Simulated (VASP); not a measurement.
Here is the system:

```
Mo
1.0
   -1.58000     1.58000     1.58000
    1.58000    -1.58000     1.58000
    1.58000     1.58000    -1.58000
Mo
1
Cartesian
  0.00000   0.00000   0.00000
```

The numbers are results of PBE GGA, VASP's PBE PAW potentials (set 64) (plane waves; VASP 6.6.1), not measurements. Settings: 480 eV cut-off, 16×16×16 Γ-centred mesh, first-order Methfessel-Paxton smearing of 0.10 eV, potentials Mo_sv.

Each relaxation starts from this cell; other phases were not tried.

**Question.** The cell is relaxed at 20 GPa. What happens?

**Answer.** The volume per atom goes from 15.78 to 14.79 Å³ (-6.3 %), and the cell becomes a = b = c = 3.093 Å, α = β = γ = 90.00°, space group Im-3m.

**Question.** The cell is relaxed at 30 GPa. What happens?

**Answer.** The volume per atom goes from 15.78 to 14.38 Å³ (-8.8 %), and the cell becomes a = b = c = 3.0641 Å, α = β = γ = 90.00°, space group Im-3m.

Failed runs are left out, and for metals the shear rows, which the mesh's noise covers.

The compound is Mo in the bcc structure.
